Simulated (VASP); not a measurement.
Given:

```xyz
3
Lattice="1.5403 -2.6679 0.0000 1.5403 2.6679 0.0000 0.0000 0.0000 3.4799" Properties=species:S:1:pos:R:3 pbc="T T T"
Mg     0.0000     0.0000     3.4799
B      1.5403     0.8893     1.7400
B      1.5403    -0.8893     1.7400
```

All values below come from optB86b-vdW, VASP's PBE PAW potentials (set 64) (plane waves; VASP). Run with 520 eV cut-off, 13×13×10 Γ-centred mesh, tetrahedra with Blöchl corrections, potentials Mg B.

Question: What does the run give for the energy per atom (σ→0), band gap (on the k-mesh) with the smallest direct gap where there is one?

Answer: 
```yaml
band gap (on the k-mesh): none (metal, semimetal or under 0.01 eV)
energy per atom (σ→0): -4.267 eV/atom
```

The compound is MgB2 in the AlB2 type structure. It was relaxed first.
